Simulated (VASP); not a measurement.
Output of a VASP run:

OSZICAR:
```
       N       E                     dE             d eps       ncg     rms          rms(c)
DAV:   1     0.110175557951E+03    0.11018E+03   -0.84530E+03  6728   0.126E+03
DAV:   2    -0.171506391509E+02   -0.12733E+03   -0.11975E+03  7856   0.336E+02
DAV:   3    -0.228009441641E+02   -0.56503E+01   -0.55493E+01  9740   0.638E+01
DAV:   4    -0.230202838480E+02   -0.21934E+00   -0.21920E+00  8640   0.119E+01
DAV:   5    -0.230259559830E+02   -0.56721E-02   -0.56718E-02  9752   0.164E+00    0.226E+01
DAV:   6    -0.197075456701E+02    0.33184E+01   -0.15743E+01  7588   0.283E+01    0.867E+00
DAV:   7    -0.196091432099E+02    0.98402E-01   -0.66415E-01  8100   0.671E+00    0.625E+00
DAV:   8    -0.196042093715E+02    0.49338E-02   -0.12085E-01  7328   0.334E+00    0.141E+00
DAV:   9    -0.196005269454E+02    0.36824E-02   -0.26510E-02  8572   0.110E+00    0.444E-01
DAV:  10    -0.196008473996E+02   -0.32045E-03   -0.18281E-03  7640   0.554E-01    0.323E-01
DAV:  11    -0.196007114477E+02    0.13595E-03   -0.51813E-04  7652   0.187E-01    0.170E-02
DAV:  12    -0.196007093681E+02    0.20795E-05   -0.89752E-06  9872   0.345E-02    0.964E-03
DAV:  13    -0.196007090745E+02    0.29358E-06   -0.19645E-07  4548   0.491E-03
   1 F= -.19600709E+02 E0= -.19600563E+02  d E =-.292064E-03
```

**OUTCAR**
```
------------------------ aborting loop because EDIFF is reached ----------------------------------------
  FORCE on cell =-STRESS in cart. coord.  units (eV):
  Direction    XX          YY          ZZ          XY          YZ          ZX
  --------------------------------------------------------------------------------------
  Total        1.1034950      0.9329578      1.5329899      0.0000000      0.0000000      0.0000000
  in kB       70.0392567     59.2151919     97.2994641      0.0000000      0.0000000      0.0000000
  external PRESSURE =      75.5179709 kB  Pullay stress =       0.0000000 kB
  volume of cell :       25.24
      direct lattice vectors                 reciprocal lattice vectors
     0.000000000  2.331851000  2.310037000    -0.213393061  0.214421933  0.216446750
     2.343094000  0.000000000  2.310037000     0.213393061 -0.214421933  0.216446750
     2.343094000  2.331851000  0.000000000     0.213393061  0.214421933 -0.216446750
 POSITION                                       TOTAL-FORCE (eV/Angst)
 -----------------------------------------------------------------------------------
      0.00000      0.00000      0.00000         0.675581      0.000000      0.000000
      2.44236      2.33185      2.31004        -0.675581      0.000000      0.000000
 -----------------------------------------------------------------------------------
    total drift:                               -0.000058     -0.000001      0.000000
  FREE ENERGIE OF THE ION-ELECTRON SYSTEM (eV)
  ---------------------------------------------------
  free  energy   TOTEN  =       -19.6007090745 eV

  energy  without entropy=      -19.6004170108  energy(sigma->0) =      -19.60056304
```
(Selected blocks of OUTCAR.)

POSCAR:
```
ZrC
1
    0.0000000000     2.3318510000     2.3100370000
    2.3430940000     0.0000000000     2.3100370000
    2.3430940000     2.3318510000     0.0000000000
Zr C
1 1
Direct
  0.0000000000   0.0000000000   0.0000000000
  0.4788180000   0.5211820000   0.5211820000
```

Problem. Reconstruct the remaining input files.

Solution. This is not unique; one that fits is the input of the run itself, PBE GGA, plane waves, VASP's PBE PAW potentials (set 64).

### INCAR
```
ENCUT = 520
LASPH = T
PREC = Accurate
ISIF = 2   # forces and stress, cell fixed
GGA = PE   # PBE
LREAL = F
ALGO = Normal   # blocked Davidson
LMAXMIX = 4
NELECT = 15.98
EDIFF = 1E-6   # SCF stop (eV)
LWAVE = F
NELM = 100   # most electronic steps
LCHARG = F
SIGMA = 0.05
ISMEAR = 0   # Gaussian
SYSTEM = ZrC
```

File KPOINTS:
```
Automatic mesh
0
Gamma
12 12 12
0 0 0
```

POTCAR, in this order: Zr_sv C (PBE.64 set). Program: vasp_std.

The cell is charged, with a uniform compensating background.

The compound is ZrC in the rock salt structure. The cell was not relaxed at this level, atoms are displaced from their ideal sites. The run is one of a series of settings (ISMEAR = 0, NELECT = 15.98, SIGMA = 0.05 against the base run), some of them coarse on purpose.
